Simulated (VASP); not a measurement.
Here is the system:

```
Ag
1.0
    2.86438     0.00000     0.00000
    0.00000     4.05085     0.00000
    0.00000     0.00000    26.31396
Ag
8
Cartesian
  0.00000   0.00000   8.14430
  1.43219   2.02543   9.57649
  0.00000   0.00000  11.00868
  1.43219   2.02543  12.44087
  0.00000   0.00000  13.87309
  1.43219   2.02543  15.30528
  0.00000   0.00000  16.73747
  1.43219   2.02543  18.16966
```

Level of theory: PBEsol GGA, VASP's PBE PAW potentials (set 64) (plane waves; VASP). Numerical set-up: PREC = Normal, EDIFF = 1E-5, 400 eV cut-off, 10×7×1 Γ-centred mesh, first-order Methfessel-Paxton smearing of 0.10 eV, potentials Ag.

**Question.** The ions are relaxed. Give the cell that the relaxation ends in.

**Answer.** 
```
Ag
1.0
    2.86438     0.00000     0.00000
    0.00000     4.05085     0.00000
    0.00000     0.00000    26.31396
Ag
8
Direct
  0.00000   0.00000   0.31225
  0.50000   0.50000   0.36178
  0.00000   0.00000   0.41881
  0.50000   0.50000   0.47236
  0.00000   0.00000   0.52764
  0.50000   0.50000   0.58119
  0.00000   0.00000   0.63822
  0.50000   0.50000   0.68775
```

**Question.** How much energy does the relaxation gain?

**Answer.** The energy (σ→0) changes by -5.4 meV/atom, in 6 ionic steps.

```json
[
 {"step": "1", "E(σ→0) (eV)": "-24.6826", "max force (eV/Å)": "0.344", "pressure (GPa)": "-1.12", "volume (Å³)": "305.33"},
 {"step": "2", "E(σ→0) (eV)": "-24.7010", "max force (eV/Å)": "0.270", "pressure (GPa)": "-1.05", "volume (Å³)": "305.33"},
 {"step": "3", "E(σ→0) (eV)": "-24.7244", "max force (eV/Å)": "0.058", "pressure (GPa)": "-0.79", "volume (Å³)": "305.33"},
 {"step": "4", "E(σ→0) (eV)": "-24.7245", "max force (eV/Å)": "0.057", "pressure (GPa)": "-0.80", "volume (Å³)": "305.33"},
 {"step": "5", "E(σ→0) (eV)": "-24.7254", "max force (eV/Å)": "0.035", "pressure (GPa)": "-0.78", "volume (Å³)": "305.33"},
 {"step": "6", "E(σ→0) (eV)": "-24.7260", "max force (eV/Å)": "0.025", "pressure (GPa)": "-0.75", "volume (Å³)": "305.33"}
]
```

The cell is a thin slab with vacuum, built from Ag (fcc): (110) face.
